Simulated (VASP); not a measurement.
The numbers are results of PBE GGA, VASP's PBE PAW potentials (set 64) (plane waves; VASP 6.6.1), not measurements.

A VASP calculation is set up with these files.

### KPOINTS
```
k-points along high-symmetry lines
10
Line-mode
Reciprocal
  0.000000   0.000000   0.000000 ! GAMMA
  0.000000   0.500000   0.000000 ! M

  0.000000   0.500000   0.000000 ! M
 -0.333333   0.666667   0.000000 ! K

 -0.333333   0.666667   0.000000 ! K
  0.000000   0.000000   0.000000 ! GAMMA

  0.000000   0.000000   0.000000 ! GAMMA
  0.000000   0.000000   0.500000 ! A

  0.000000   0.000000   0.500000 ! A
  0.000000   0.500000   0.500000 ! L

  0.000000   0.500000   0.500000 ! L
 -0.333333   0.666667   0.500000 ! H

 -0.333333   0.666667   0.500000 ! H
  0.000000   0.000000   0.500000 ! A

  0.000000   0.500000   0.500000 ! L
  0.000000   0.500000   0.000000 ! M

 -0.333333   0.666667   0.500000 ! H
 -0.333333   0.666667   0.000000 ! K
```

INCAR:
```
! general
SYSTEM  = MoTe2
PREC    = Accurate
ENCUT   = 520   ! plane-wave cut-off (eV)
LREAL   = .FALSE.
LASPH   = .TRUE.   ! aspherical one-centre terms
ICHARG  = 11   ! fixed density

! electronic loop
EDIFF   = 1E-7
NELM    = 100
ALGO    = Normal   ! blocked Davidson
LMAXMIX = 4   ! l cut-off of mixed one-centre charges

! smearing
ISMEAR  = 0   ! Gaussian
SIGMA   = 0.05   ! width (eV)

! functional
GGA     = PE   ! PBE

! output
LWAVE   = .FALSE.
LCHARG  = .FALSE.
LORBIT  = 11   ! lm-projected
```

File POSCAR:
```
MoTe2
1
    1.7789877369    -3.0812967117    -0.0000000000
    1.7789877369     3.0812967117     0.0000000000
    0.0000000000     0.0000000000    14.9995965816
Te Mo
4 2
Direct
  0.3333330000   0.6666670000   0.8706135013
  0.6666670000   0.3333330000   0.3706135013
  0.6666670000   0.3333330000   0.1293864987
  0.3333330000   0.6666670000   0.6293864987
  0.3333330000   0.6666670000   0.2500000000
  0.6666670000   0.3333330000   0.7500000000
```

POTCAR, in this order: Te Mo_sv (PBE.64 set). Program: vasp_std. Read from the step before: CHGCAR.

Output

OSZICAR:
```
       N       E                     dE             d eps       ncg     rms          rms(c)
DAV:   1     0.396008875165E+03    0.39601E+03   -0.27449E+04  6772   0.148E+03
DAV:   2    -0.123425500868E+02   -0.40835E+03   -0.39982E+03  7173   0.338E+02
DAV:   3    -0.349356062594E+02   -0.22593E+02   -0.22116E+02  7054   0.660E+01
DAV:   4    -0.356618171335E+02   -0.72621E+00   -0.72313E+00  7037   0.113E+01
DAV:   5    -0.356859511599E+02   -0.24134E-01   -0.24123E-01  7517   0.209E+00
DAV:   6    -0.356864140508E+02   -0.46289E-03   -0.46274E-03  7017   0.284E-01
DAV:   7    -0.356864319437E+02   -0.17893E-04   -0.17891E-04  7488   0.489E-02
DAV:   8    -0.356864326242E+02   -0.68051E-06   -0.68051E-06  6747   0.841E-03
DAV:   9    -0.356864326621E+02   -0.37936E-07   -0.37873E-07  4885   0.172E-03
   1 F= -.35686433E+02 E0= -.35686433E+02  d E =-.498285E-28
```

File OUTCAR:
```
 val. band max:        6.8872784214   @ k =  -0.3333   0.6667   0.0000

 cond. band min:       7.8243890529   @ k =  -0.1852   0.3704   0.0000



 k-point     1 :       0.0000    0.0000    0.0000
  band No.  band energies     occupation
      1     -53.8560      2.00000
      2     -53.8560      2.00000
      3     -27.9999      2.00000
      4     -27.9999      2.00000
      5     -27.8984      2.00000
      6     -27.8984      2.00000
      7     -27.8984      2.00000
      8     -27.8983      2.00000
      9      -5.7543      2.00000
     10      -5.6280      2.00000
     11      -4.8627      2.00000
     12      -4.6585      2.00000
     13       1.5561      2.00000
     14       2.2708      2.00000
     15       4.3500      2.00000
     16       5.1928      2.00000
     17       5.1928      2.00000
     18       5.1984      2.00000
     19       5.1984      2.00000
     20       5.9558      2.00000
     21       5.9558      2.00000
     22       5.9685      2.00000
     23       5.9685      2.00000
     24       6.0949      2.00000
     25       6.1100      2.00000
     26       6.8036      2.00000
     27       9.8385      0.00000
     28       9.8386      0.00000
     29       9.8906      0.00000
     30       9.8909      0.00000
     31      10.0872      0.00000

 k-point     2 :       0.0000    0.0556    0.0000
  band No.  band energies     occupation
      1     -53.8558      2.00000
      2     -53.8557      2.00000
      3     -27.9991      2.00000
      4     -27.9991      2.00000
      5     -27.9018      2.00000
      6     -27.9018      2.00000
      7     -27.8992      2.00000
      8     -27.8992      2.00000
      9      -5.7127      2.00000
     10      -5.5865      2.00000
     11      -4.8329      2.00000
     12      -4.6304      2.00000
     13       1.6030      2.00000
     14       2.3165      2.00000
     15       4.3196      2.00000
     16       5.0964      2.00000
     17       5.1034      2.00000
     18       5.2266      2.00000
...
```

The density is held fixed in this step, so its total energy and stress have no physical meaning. Without a dispersion term in the relaxation, distances and binding between the weakly bound layers, chains or molecules are unreliable, and so is what depends on them. Unless said otherwise, spin-orbit coupling is left out, though it shifts the bands of the heavy elements here.

The compound is MoTe2 in the 2H layered structure. It was relaxed first, which changed the volume by +10 %.
